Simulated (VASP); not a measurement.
Calculation: PBE GGA, VASP's PBE PAW potentials (set 64) (plane waves; VASP).

VASP ran on this input.

File POSCAR:
```
Cd4Se3Te
1
    6.2975209838     0.0000000000     0.0000000000
   -0.0000000000     6.2975209838     0.0000000000
    0.0000000000     0.0000000000     6.2975209838
Cd Te Se
4 1 3
Direct
  0.9917232377   0.9917232377   0.9917232377
  0.5082767623   0.5082767623   0.9917232377
  0.5082767623   0.9917232377   0.5082767623
  0.9917232377   0.5082767623   0.5082767623
  0.2500000000   0.2500000000   0.2500000000
  0.7500000000   0.7500000000   0.2500000000
  0.7500000000   0.2500000000   0.7500000000
  0.2500000000   0.7500000000   0.7500000000
```

**KPOINTS**
```
Regular mesh
0
Gamma
3 3 3
```

### INCAR
```
SYSTEM = Cd4Se3Te
PREC = Accurate
ENCUT = 400
EDIFF = 1E-6
NELM = 100
ALGO = Normal
LREAL = .FALSE.
LASPH = .TRUE.
ISMEAR = 0
SIGMA = 0.05
GGA = PE
LMAXMIX = 4
LWAVE = .FALSE.
LCHARG = .TRUE.
```

POTCAR, in this order: Cd Te Se (PBE.64 set). Program: vasp_std.

Output

File OUTCAR:
```
 ion  position               nearest neighbor table
   1  0.992  0.992  0.992-   6 2.70   7 2.70   8 2.70   5 2.82
   2  0.508  0.508  0.992-   6 2.70   7 2.70   8 2.70   5 2.82
   3  0.508  0.992  0.508-   6 2.70   7 2.70   8 2.70   5 2.82
   4  0.992  0.508  0.508-   6 2.70   7 2.70   8 2.70   5 2.82
   5  0.250  0.250  0.250-   1 2.82   2 2.82   3 2.82   4 2.82
   6  0.750  0.750  0.250-   1 2.70   2 2.70   3 2.70   4 2.70
   7  0.750  0.250  0.750-   1 2.70   2 2.70   3 2.70   4 2.70
   8  0.250  0.750  0.750-   1 2.70   2 2.70   3 2.70   4 2.70
  LATTYP: Found a simple cubic cell.
 ALAT       =     6.2975209838
 Subroutine PRICEL returns:
 Original cell was already a primitive cell.
 Subroutine GETGRP returns: Found 24 space group operations
The static configuration has the point symmetry C_3v.
 The point group associated with its full space group is T_d .
The dynamic configuration has the point symmetry C_3v.
 Subroutine INISYM returns: Found 24 space group operations
 Subroutine IBZKPT returns following result:
 Found      4 irreducible k-points:

 Following reciprocal coordinates:
            Coordinates               Weight
  0.000000  0.000000  0.000000      1.000000
  0.333333  0.000000  0.000000      6.000000
  0.333333  0.333333  0.000000     12.000000
  0.333333  0.333333  0.333333      8.000000
   k-points           NKPTS =      4   k-points in BZ     NKDIM =      4   number of bands    NBANDS=     43
   number of dos      NEDOS =    301   number of ions     NIONS =      8
   total plane-waves  NPLWV =  74088
   dimension x,y,z NGX =    42 NGY =   42 NGZ =   42
   dimension x,y,z NGXF=    84 NGYF=   84 NGZF=   84
   ions per type =               4   1   3
   PREC   = accura    normal or accurate (medium, high low for compatibility)
   ISTART =      0    job   : 0-new  1-cont  2-samecut
   ICHARG =      2    charge: 1-file 2-atom 10-const
   ISPIN  =      1    spin polarized calculation?
   LNONCOLLINEAR =      F non collinear calculations
   LSORBIT =      F    spin-orbit coupling
   INIWAV =      1    electr: 0-lowe 1-rand  2-diag
   ENCUT  =  400.0 eV  29.40 Ry    5.42 a.u.  10.27 10.27 10.27*2*pi/ulx,y,z
   NELM   =    100;   NELMIN=  2; NELMDL= -5     # of ELM steps
   EDIFF  = 0.1E-05   stopping-criterion for ELM
   LREAL  =      F    real-space projection
   NLSPLINE    = F    spline interpolate recip. space projectors
   LMAXMIX     =    4 max onsite mixed and CHGCAR
   VOSKOWN=      0    Vosko Wilk Nusair interpolation
   EDIFFG = 0.1E-04   stopping-criterion for IOM
   NSW    =      0    number of steps for IOM
   NBLOCK =      1;   KBLOCK =      1    inner block; outer block
   IBRION =     -1    ionic relax: 0-MD 1-quasi-New 2-CG
   NFREE  =      0    steps in history (QN), initial steepest desc. (CG)
   ISIF   =      2    stress and relaxation
   ISYM   =      2    0-nonsym 1-usesym 2-fastsym
   TEIN   =    0.0    initial temperature
   TEBEG  =    0.0;   TEEND  =   0.0 temperature during run
   SMASS  =  -3.00    Nose mass-parameter (am)
   PSTRESS=    0.0 pullay stress
   NELECT =      72.0000    total number of electrons
   EFERMI =   0.00;   METHOD = LEGACY
   ISMEAR =     0;   SIGMA  =   0.05  broadening in eV -4-tet -1-fermi 0-gaus
   IALGO  =     38    algorithm
   LDIAG  =      T    sub-space diagonalisation (order eigenvalues)
   IMIX   =      4    mixing-type and parameters
     AMIX     =   0.40;   BMIX     =  1.00
     AMIX_MAG =   1.60;   BMIX_MAG =  1.00
     AMIN     =   0.10
   GGA     = PE    functional components
   VOSKOWN =     0    Vosko Wilk Nusair interpolation
   LHFCALC =     F    Hartree Fock is set to
   LHFONE  =     F    Hartree Fock one center treatment
   AEXX    =    0.0000 exact exchange contribution
   IVDW    =     0    specifies the selected vdW correction
   LEPSILON=     F    determine dielectric tensor
   LRPA    =     F    only Hartree local field effects (RPA)
...
```

File OSZICAR:
```
       N       E                     dE             d eps       ncg     rms          rms(c)
DAV:   1     0.427934414953E+03    0.42793E+03   -0.29348E+04   344   0.121E+03
DAV:   2     0.249581453118E+01   -0.42544E+03   -0.41876E+03   391   0.324E+02
DAV:   3    -0.223444981126E+02   -0.24840E+02   -0.24754E+02   389   0.780E+01
DAV:   4    -0.226265228171E+02   -0.28202E+00   -0.28179E+00   418   0.773E+00
DAV:   5    -0.226289484012E+02   -0.24256E-02   -0.24255E-02   377   0.659E-01    0.113E+01
DAV:   6    -0.212506129190E+02    0.13783E+01   -0.31458E+00   398   0.122E+01    0.897E+00
DAV:   7    -0.211927925951E+02    0.57820E-01   -0.10719E+00   356   0.401E+00    0.370E+00
DAV:   8    -0.211909092536E+02    0.18833E-02   -0.11581E-01   369   0.265E+00    0.518E-01
DAV:   9    -0.211904022018E+02    0.50705E-03   -0.19997E-02   359   0.119E+00    0.188E-01
DAV:  10    -0.211907668674E+02   -0.36467E-03   -0.17655E-03   361   0.345E-01    0.133E-01
DAV:  11    -0.211909832101E+02   -0.21634E-03   -0.46005E-04   364   0.843E-02    0.307E-02
DAV:  12    -0.211909611664E+02    0.22044E-04   -0.22348E-04   375   0.892E-02    0.171E-02
DAV:  13    -0.211909718890E+02   -0.10723E-04   -0.52991E-05   353   0.519E-02    0.669E-03
DAV:  14    -0.211909738316E+02   -0.19425E-05   -0.46243E-06   290   0.101E-02    0.511E-03
DAV:  15    -0.211909740023E+02   -0.17071E-06   -0.90641E-07   225   0.453E-03
   1 F= -.21190974E+02 E0= -.21190974E+02  d E =-.520645E-10
```

**OUTCAR**
```
------------------------ aborting loop because EDIFF is reached ----------------------------------------
  FORCE on cell =-STRESS in cart. coord.  units (eV):
  Direction    XX          YY          ZZ          XY          YZ          ZX
  --------------------------------------------------------------------------------------
  Total       -0.0718670     -0.0718670     -0.0718670     -0.0000000      0.0000000     -0.0000000
  in kB       -0.4610323     -0.4610323     -0.4610323     -0.0000000      0.0000000     -0.0000000
  external PRESSURE =      -0.4610323 kB  Pullay stress =       0.0000000 kB
  volume of cell :      249.75
      direct lattice vectors                 reciprocal lattice vectors
     6.297520984  0.000000000  0.000000000     0.158792643  0.000000000  0.000000000
     0.000000000  6.297520984  0.000000000     0.000000000  0.158792643  0.000000000
     0.000000000  0.000000000  6.297520984     0.000000000  0.000000000  0.158792643
 POSITION                                       TOTAL-FORCE (eV/Angst)
 -----------------------------------------------------------------------------------
      6.24540      6.24540      6.24540         0.000182      0.000182      0.000182
      3.20088      3.20088      6.24540        -0.000182     -0.000182      0.000182
      3.20088      6.24540      3.20088        -0.000182      0.000182     -0.000182
      6.24540      3.20088      3.20088         0.000182     -0.000182     -0.000182
      1.57438      1.57438      1.57438         0.000000      0.000000     -0.000000
      4.72314      4.72314      1.57438         0.000000      0.000000     -0.000000
      4.72314      1.57438      4.72314         0.000000      0.000000     -0.000000
      1.57438      4.72314      4.72314         0.000000     -0.000000     -0.000000
 -----------------------------------------------------------------------------------
    total drift:                                0.000000      0.000000      0.000000
  FREE ENERGIE OF THE ION-ELECTRON SYSTEM (eV)
  ---------------------------------------------------
  free  energy   TOTEN  =       -21.1909740023 eV

  energy  without entropy=      -21.1909740022  energy(sigma->0) =      -21.19097400
```
(Selected blocks of OUTCAR.)

OUTCAR:
```
 val. band max:        0.9438604524   @ k =   0.0000   0.0000   0.0000

 cond. band min:       1.3687464423   @ k =   0.0000   0.0000   0.0000


 Fermi energy:         1.1595672969

 k-point     1 :       0.0000    0.0000    0.0000
  band No.  band energies     occupation
      1     -11.3391      2.00000
      2     -11.0213      2.00000
      3     -11.0213      2.00000
      4      -9.4194      2.00000
      5      -6.9499      2.00000
      6      -6.9499      2.00000
      7      -6.9499      2.00000
      8      -6.7946      2.00000
      9      -6.7946      2.00000
     10      -6.7946      2.00000
     11      -6.7669      2.00000
     12      -6.7669      2.00000
     13      -6.7669      2.00000
     14      -6.7349      2.00000
     15      -6.7349      2.00000
     16      -6.7349      2.00000
     17      -6.6648      2.00000
     18      -6.6648      2.00000
     19      -6.6197      2.00000
     20      -6.6197      2.00000
     21      -6.6197      2.00000
     22      -6.3507      2.00000
     23      -6.3507      2.00000
     24      -6.2472      2.00000
     25      -2.9838      2.00000
     26      -2.9838      2.00000
     27      -2.9838      2.00000
     28      -0.8391      2.00000
     29      -0.8391      2.00000
     30      -0.8391      2.00000
     31      -0.7022      2.00000
     32      -0.7022      2.00000
     33      -0.7022      2.00000
     34       0.9439      2.00000
     35       0.9439      2.00000
     36       0.9439      2.00000
     37       1.3687      0.00000
     38       3.9953      0.00000
     39       4.0368      0.00000
     40       4.0368      0.00000
     41       4.3158      0.00000
     42       4.3158      0.00000
     43       4.3158      0.00000

 k-point     2 :       0.3333    0.0000    0.0000
  band No.  band energies     occupation
      1     -11.2643      2.00000
      2     -11.0863      2.00000
      3     -11.0216      2.00000
      4      -9.4269      2.00000
      5      -6.9067      2.00000
...
```

Unless said otherwise, spin-orbit coupling is left out, though it shifts the bands of the heavy elements here.

The structure was generated: Cd4Se3Te was put into an ordered model structure (P-43m), which need not be its known phase. It was relaxed first, which changed the volume by +7 %.
